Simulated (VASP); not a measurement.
WS2, 3 atoms in the cell. The cell holds a sheet with vacuum, 3 atoms: a = 3.146 Å, b = 3.146 Å, c = 30.080 Å, α = 90.00°, β = 90.00°, γ = 120.00°. The cell was built by a generator and needn't be a form met in nature.

| Property | Result |
| --- | --- |
| Program | VASP 6.6.1 |
| Task | single point |
| Functional | PBEsol |
| Potentials or basis | VASP PAW PBE potentials, release 64 (S, W_sv) |
| Cutoff | 520 eV |
| k mesh | 12 × 12 × 1 |
| Occupations | gaussian, width 0.03 eV |
| Spin | no spin polarisation |
| Dipole correction | yes |
| Further INCAR settings | ALGO = Normal; EDIFF = 1e-06; NBANDS = 20 |

Potentials or basis: VASP PAW PBE potentials, release 64 (S, W_sv).

Run with:

```sh
$ cat potpaw_PBE.64/S/POTCAR potpaw_PBE.64/W_sv/POTCAR > POTCAR
$ mpirun -np 1 vasp_std > vasp.out
```

Hardware: 1 thread of Intel(R) Xeon(R) Platinum 8559C (Emerald Rapids), with other jobs on the host.

Task: How long does it take, and how much memory?

Result: Wall time 100 s on 1 thread of Intel(R) Xeon(R) Platinum 8559C (Emerald Rapids) (shared host), peak memory 0.37 GiB. Counts: scf iterations 24, k points 19.
